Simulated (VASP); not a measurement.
Elastic constants (GPa) of a crystal from PBEsol GGA, VASP's PBE PAW potentials (set 64) (VASP 6.6.1):

|  | xx | yy | zz | yz | xz | xy |
|---|---|---|---|---|---|---|
| xx | 314.2 | 134.0 | 134.0 | 0.0 | 0.0 | 0.0 |
| yy | 134.0 | 314.2 | 134.0 | 0.0 | 0.0 | 0.0 |
| zz | 134.0 | 134.0 | 314.2 | 0.0 | 0.0 | 0.0 |
| yz | 0.0 | 0.0 | 0.0 | 154.4 | 0.0 | 0.0 |
| xz | 0.0 | 0.0 | 0.0 | 0.0 | 154.4 | 0.0 |
| xy | 0.0 | 0.0 | 0.0 | 0.0 | 0.0 | 154.4 |

Finite-difference elastic constants of metals are sensitive to mesh and smearing; shear constants can be off by tens of GPa.

Question: Work out the Voigt, Reuss and Hill moduli, Young's modulus and Poisson's ratio.

Answer: All eigenvalues are positive (smallest 154.4 GPa), so the crystal is stable. K_V = (C11+C22+C33+2(C12+C13+C23))/9 = (942.6 + 2×402.0)/9 = 194.1 GPa; G_V = (942.6 − 402.0 + 3×463.2)/15 = 128.7 GPa. From the compliances, K_R = 194.1 GPa and G_R = 120.1 GPa. Hill: K = 194.1 GPa, G = 124.4 GPa, E = 9KG/(3K+G) = 307.5 GPa, ν = (3K−2G)/(2(3K+G)) = 0.236. K/G = 1.56, below Pugh's 1.75; universal anisotropy A^U = 0.36.

Question: With a density of 6.35 g/cm³, what are the mean sound speeds?

Answer: v_l = √((K+4G/3)/ρ) = 7.53 km/s and v_t = √(G/ρ) = 4.43 km/s. The crystal is CoAl (CsCl type), cubic.

The compound is CoAl in the CsCl type structure. It was relaxed first. The run is not spin-polarised, so no magnetic state was tried.
